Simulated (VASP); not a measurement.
Method: PW91 GGA, VASP's PBE PAW potentials (set 64) (plane waves; VASP).

Input for VASP

### POSCAR
```
SrVO3
3.8217580
  1.0000001143   0.0000000000   0.0000000000
  0.0000000000   1.0000001143   0.0000000000
  0.0000000000   0.0000000000   1.0000001143
Sr V O
1 1 3
Cartesian
  0.0000000000   0.0000000000   0.0000000000
  0.5000000572   0.5000000572   0.5000000572
  0.5000000572   0.0000000000   0.5000000572
  0.0000000000   0.5000000572   0.5000000572
  0.5000000572   0.5000000572   0.0000000000
```

File KPOINTS:
```
Automatic mesh
0
Gamma
8 8 8
0 0 0
```

INCAR:
```
! general
SYSTEM   =  SrVO3
PREC     =  Accurate
ENCUT    =  520
LREAL    =  .False.
LASPH    =  .True.

! electronic loop
EDIFF    =  1E-7
NELM     =  100
ALGO     =  Normal
LMAXMIX  =  4

! smearing
ISMEAR   =  1
SIGMA    =  0.1

! functional
GGA      =  91

! ions
ISIF     =  2

! output
LWAVE    =  .False.
LCHARG   =  .False.
```

POTCAR, in this order: Sr_sv V_sv O (PBE.64 set). Program: vasp_std.

Output of the run:

OSZICAR:
```
       N       E                     dE             d eps       ncg     rms          rms(c)
DAV:   1     0.460400502644E+03    0.46040E+03   -0.24136E+04  1680   0.179E+03
DAV:   2    -0.239450126223E+02   -0.48435E+03   -0.47984E+03  2168   0.494E+02
DAV:   3    -0.493634798889E+02   -0.25418E+02   -0.25299E+02  1712   0.128E+02
DAV:   4    -0.501700351738E+02   -0.80656E+00   -0.80592E+00  3032   0.195E+01
DAV:   5    -0.501759520935E+02   -0.59169E-02   -0.59180E-02  1928   0.132E+00    0.400E+01
DAV:   6    -0.411805061640E+02    0.89954E+01   -0.96890E+01  2264   0.754E+01    0.190E+01
DAV:   7    -0.402180129301E+02    0.96249E+00   -0.31193E+01  1928   0.505E+01    0.180E+01
DAV:   8    -0.395445231762E+02    0.67349E+00   -0.32809E+00  1944   0.167E+01    0.439E+00
DAV:   9    -0.395655825252E+02   -0.21059E-01   -0.36156E-01  2224   0.431E+00    0.185E+00
DAV:  10    -0.395513218474E+02    0.14261E-01   -0.25271E-01  1872   0.478E+00    0.778E-01
DAV:  11    -0.395459882757E+02    0.53336E-02   -0.44935E-02  1816   0.187E+00    0.260E-01
DAV:  12    -0.395457109743E+02    0.27730E-03   -0.29650E-03  2032   0.513E-01    0.854E-02
DAV:  13    -0.395456966204E+02    0.14354E-04   -0.23760E-04  2048   0.121E-01    0.165E-02
DAV:  14    -0.395456963463E+02    0.27407E-06   -0.39357E-05  2048   0.415E-02    0.111E-02
DAV:  15    -0.395456964627E+02   -0.11642E-06   -0.10008E-05  2000   0.297E-02    0.105E-02
DAV:  16    -0.395456960568E+02    0.40588E-06   -0.19533E-06  1816   0.141E-02    0.205E-03
DAV:  17    -0.395456960338E+02    0.23081E-07   -0.11246E-07  1048   0.253E-03
   1 F= -.39545696E+02 E0= -.39544941E+02  d E =-.226478E-02
```

OUTCAR:
```
------------------------ aborting loop because EDIFF is reached ----------------------------------------
  FORCE on cell =-STRESS in cart. coord.  units (eV):
  Direction    XX          YY          ZZ          XY          YZ          ZX
  --------------------------------------------------------------------------------------
  Total        2.0872053      2.0872053      2.0872053     -0.0000000     -0.0000000     -0.0000000
  in kB       59.9081686     59.9081686     59.9081686     -0.0000000     -0.0000000     -0.0000000
  external PRESSURE =      59.9081686 kB  Pullay stress =       0.0000000 kB
  volume of cell :       55.82
      direct lattice vectors                 reciprocal lattice vectors
     3.821758437  0.000000000  0.000000000     0.261659657  0.000000000  0.000000000
     0.000000000  3.821758437  0.000000000     0.000000000  0.261659657  0.000000000
     0.000000000  0.000000000  3.821758437     0.000000000  0.000000000  0.261659657
 POSITION                                       TOTAL-FORCE (eV/Angst)
 -----------------------------------------------------------------------------------
      0.00000      0.00000      0.00000         0.000000      0.000000      0.000000
      1.91088      1.91088      1.91088         0.000000      0.000000      0.000000
      1.91088      0.00000      1.91088         0.000000      0.000000      0.000000
      0.00000      1.91088      1.91088         0.000000      0.000000      0.000000
      1.91088      1.91088      0.00000         0.000000      0.000000      0.000000
 -----------------------------------------------------------------------------------
    total drift:                                0.000000      0.000000      0.000000
  FREE ENERGIE OF THE ION-ELECTRON SYSTEM (eV)
  ---------------------------------------------------
  free  energy   TOTEN  =       -39.5456960338 eV

  energy  without entropy=      -39.5434312499  energy(sigma->0) =      -39.54494111
```
(Selected blocks of OUTCAR.)

The compound is SrVO3 in the cubic perovskite structure. This cell is one point of a volume scan, at 0.97 of the reference volume. The run is not spin-polarised, so no magnetic state was tried. The electron count is odd and the run is not spin-polarised, which forces a metal.
